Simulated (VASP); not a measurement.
Output of a VASP run:

### OSZICAR
```
       N       E                     dE             d eps       ncg     rms          rms(c)
DAV:   1     0.112669130909E+03    0.11267E+03   -0.84618E+03   759   0.150E+03
DAV:   2    -0.989124781257E+00   -0.11366E+03   -0.11059E+03   774   0.327E+02
DAV:   3    -0.844604882118E+01   -0.74569E+01   -0.73843E+01   994   0.885E+01
DAV:   4    -0.863233531356E+01   -0.18629E+00   -0.18622E+00   860   0.155E+01
DAV:   5    -0.864069172930E+01   -0.83564E-02   -0.83561E-02  1120   0.280E+00    0.542E+00
DAV:   6    -0.834061116627E+01    0.30008E+00   -0.48206E-01  1147   0.158E+01    0.298E+00
DAV:   7    -0.829651675619E+01    0.44094E-01   -0.16921E-01  1047   0.510E+00    0.721E-01
DAV:   8    -0.829464210737E+01    0.18746E-02   -0.18210E-02   926   0.202E+00    0.314E-01
DAV:   9    -0.829479404191E+01   -0.15193E-03   -0.11851E-03   978   0.361E-01    0.170E-01
DAV:  10    -0.829486127182E+01   -0.67230E-04   -0.18429E-04  1077   0.283E-01    0.839E-02
DAV:  11    -0.829487769574E+01   -0.16424E-04   -0.65850E-05   892   0.164E-01    0.444E-02
DAV:  12    -0.829487615753E+01    0.15382E-05   -0.84457E-06   887   0.407E-02    0.672E-03
DAV:  13    -0.829487611131E+01    0.46216E-07   -0.17763E-06   839   0.851E-03
   1 F= -.52031586E+01 E0= -.52031586E+01  d E =-.520316E+01
```

File OUTCAR:
```
------------------------ aborting loop because EDIFF is reached ----------------------------------------
  FORCE on cell =-STRESS in cart. coord.  units (eV):
  Direction    XX          YY          ZZ          XY          YZ          ZX
  --------------------------------------------------------------------------------------
  Total        3.0668868      3.0668868      3.0668868      0.0000000     -0.0000000     -0.0000000
  in kB       99.1968635     99.1968635     99.1968635      0.0000000     -0.0000000     -0.0000000
  external PRESSURE =      -0.8031365 kB  Pullay stress =     100.0000000 kB
  volume of cell :       49.53
      direct lattice vectors                 reciprocal lattice vectors
     0.000000000  2.914921042  2.914921042    -0.171531233  0.171531233  0.171531233
     2.914921042  0.000000000  2.914921042     0.171531233 -0.171531233  0.171531233
     2.914921042  2.914921042  0.000000000     0.171531233  0.171531233 -0.171531233
  FREE ENERGIE OF THE ION-ELECTRON SYSTEM (eV)
  ---------------------------------------------------
  free  energy   TOTEN  =        -8.2948761113 eV

  energy  without entropy=       -8.2948760028  energy(sigma->0) =       -8.29487606
  enthalpy is  TOTEN    =        -5.2031586464 eV   P V=        3.0917174649

 reached required accuracy - stopping structural energy minimisation
```
(Selected blocks of OUTCAR.)

**POSCAR**
```
InAs
1
    0.0000000000     2.9149210423     2.9149210423
    2.9149210423     0.0000000000     2.9149210423
    2.9149210423     2.9149210423     0.0000000000
In As
1 1
Direct
  0.0000000000   0.0000000000   0.0000000000
  0.2500000000   0.2500000000   0.2500000000
```

Write an INCAR and KPOINTS that could have produced this output.

One answer among several that fit: the input of the run itself, PBEsol GGA, plane waves, VASP's PBE PAW potentials (set 64).

### INCAR
```
ALGO=Normal
EDIFF=1E-6
EDIFFG=-0.02
ENCUT=500
GGA=PS
IBRION=2
ISIF=3
ISMEAR=0
LASPH=.TRUE.
LCHARG=.FALSE.
LMAXMIX=4
LREAL=.FALSE.
LWAVE=.FALSE.
NELM=100
NSW=40
PREC=Accurate
PSTRESS=100
SIGMA=0.05
SYSTEM=InAs
```

### KPOINTS
```
Regular mesh
0
Gamma
8 8 8
0 0 0
```

POTCAR, in this order: In_d As (PBE.64 set). Program: vasp_std.

The structure was generated: InAs was put into the zinc blende type (F-43m), which need not be its known phase. It was relaxed first under an external pressure of 10 GPa.
